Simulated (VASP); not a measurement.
These are PBE GGA with D3 dispersion (Becke-Johnson damping), VASP's PBE PAW potentials (set 64) (plane waves; VASP) values and carry that method's errors.

VASP ran on this input.

File POSCAR:
```
Ba
1
   -2.5100000000     2.5100000000     2.5100000000
    2.5100000000    -2.5100000000     2.5100000000
    2.5100000000     2.5100000000    -2.5100000000
Ba
1
Direct
  0.0000000000   0.0000000000   0.0000000000
```

**KPOINTS**
```
Automatic mesh
0
Gamma
9 9 9
0 0 0
```

INCAR:
```
ALGO=Normal
EDIFF=1E-6
EDIFFG=-0.01
ENCUT=520
GGA=PE
IBRION=2
ISIF=3
ISMEAR=1
IVDW=12
LASPH=T
LCHARG=F
LMAXMIX=4
LREAL=F
LWAVE=F
NELM=100
NSW=60
PREC=Accurate
SIGMA=0.1
SYSTEM=Ba
```

POTCAR, in this order: Ba_sv (PBE.64 set). Program: vasp_std.

The resulting files:

File OSZICAR:
```
       N       E                     dE             d eps       ncg     rms          rms(c)
DAV:   1     0.582147669650E+02    0.58215E+02   -0.43790E+03   630   0.917E+02
DAV:   2     0.406016652858E+00   -0.57809E+02   -0.56846E+02   772   0.149E+02
DAV:   3    -0.185506032360E+01   -0.22611E+01   -0.22543E+01   831   0.348E+01
DAV:   4    -0.190590508081E+01   -0.50845E-01   -0.50756E-01   947   0.427E+00
DAV:   5    -0.190621435347E+01   -0.30927E-03   -0.30925E-03   905   0.253E-01    0.162E+00
DAV:   6    -0.190593603185E+01    0.27832E-03   -0.26687E-03   898   0.627E-01    0.964E-01
DAV:   7    -0.190646711311E+01   -0.53108E-03   -0.65745E-03   705   0.105E+00    0.447E-02
DAV:   8    -0.190665784220E+01   -0.19073E-03   -0.35079E-04  1060   0.130E-01    0.290E-02
DAV:   9    -0.190666470371E+01   -0.68615E-05   -0.83178E-06   804   0.321E-02    0.748E-03
DAV:  10    -0.190666630863E+01   -0.16049E-05   -0.49487E-06   807   0.170E-02    0.195E-03
DAV:  11    -0.190666627047E+01    0.38153E-07   -0.47969E-07   391   0.830E-03
   1 F= -.21048262E+01 E0= -.21042333E+01  d E =-.210483E+01
       N       E                     dE             d eps       ncg     rms          rms(c)
DAV:   1    -0.193890677163E+01   -0.32240E-01   -0.10240E+00   631   0.825E+00    0.812E-01
DAV:   2    -0.191189151898E+01    0.27015E-01   -0.48749E-02   637   0.217E+00    0.380E-01
DAV:   3    -0.190438055497E+01    0.75110E-02   -0.46709E-02   924   0.148E+00    0.124E-01
DAV:   4    -0.190444285458E+01   -0.62300E-04   -0.18421E-04   675   0.142E-01    0.112E-01
DAV:   5    -0.190493908576E+01   -0.49623E-03   -0.44950E-04   800   0.189E-01    0.240E-02
DAV:   6    -0.190493402851E+01    0.50573E-05   -0.21692E-05   749   0.342E-02    0.147E-02
DAV:   7    -0.190493432064E+01   -0.29213E-06   -0.37072E-06   723   0.240E-02
   2 F= -.21078096E+01 E0= -.21072047E+01  d E =-.298342E-02
       N       E                     dE             d eps       ncg     rms          rms(c)
DAV:   1    -0.193519105135E+01   -0.30257E-01   -0.10234E+00   631   0.825E+00    0.815E-01
DAV:   2    -0.190812671987E+01    0.27064E-01   -0.48955E-02   635   0.218E+00    0.381E-01
DAV:   3    -0.190062447002E+01    0.75022E-02   -0.46381E-02   923   0.148E+00    0.125E-01
DAV:   4    -0.190068805998E+01   -0.63590E-04   -0.18396E-04   671   0.142E-01    0.112E-01
DAV:   5    -0.190118328005E+01   -0.49522E-03   -0.45236E-04   810   0.188E-01    0.247E-02
DAV:   6    -0.190117816393E+01    0.51161E-05   -0.21448E-05   731   0.342E-02    0.149E-02
DAV:   7    -0.190117860817E+01   -0.44424E-06   -0.36762E-06   713   0.242E-02
   3 F= -.21089039E+01 E0= -.21083594E+01  d E =-.407764E-02
```

File OUTCAR:
```
------------------------ aborting loop because EDIFF is reached ----------------------------------------
 Edisp (eV)   -0.20773
  FORCE on cell =-STRESS in cart. coord.  units (eV):
  Direction    XX          YY          ZZ          XY          YZ          ZX
  --------------------------------------------------------------------------------------
  Total      -0.00556    -0.00556    -0.00556     0.00000    -0.00000     0.00000
  in kB      -0.14760    -0.14760    -0.14760     0.00000    -0.00000     0.00000
  external pressure =       -0.15 kB  Pullay stress =        0.00 kB
  volume of cell :       60.30
      direct lattice vectors                 reciprocal lattice vectors
    -2.470336375  2.470336375  2.470336375     0.000000000  0.202401586  0.202401586
     2.470336375 -2.470336375  2.470336375     0.202401586  0.000000000  0.202401586
     2.470336375  2.470336375 -2.470336375     0.202401586  0.202401586  0.000000000
 POSITION                                       TOTAL-FORCE (eV/Angst)
 -----------------------------------------------------------------------------------
      0.00000     -0.00000      0.00000        -0.000000      0.000000     -0.000000
 -----------------------------------------------------------------------------------
    total drift:                                0.000000      0.000000      0.000000
  FREE ENERGIE OF THE ION-ELECTRON SYSTEM (eV)
  ---------------------------------------------------
  free  energy   TOTEN  =        -2.1089038657 eV

  energy  without entropy=       -2.1072703806  energy(sigma->0) =       -2.10835937

 reached required accuracy - stopping structural energy minimisation
```
(Selected blocks of OUTCAR.)

**CONTCAR**
```
Ba
   1.00000000000000
    -2.4703363750117528    2.4703363750117528    2.4703363750117528
     2.4703363750117528   -2.4703363750117528    2.4703363750117528
     2.4703363750117528    2.4703363750117528   -2.4703363750117528
  Ba
     1
Direct
     0.0000000000000000    0.0000000000000000    0.0000000000000000
```

Energy and stress use the plane-wave basis of the starting cell.

The compound is Ba in the bcc structure. This run relaxes it. Symmetry was kept, so distortions that lower it aren't found.
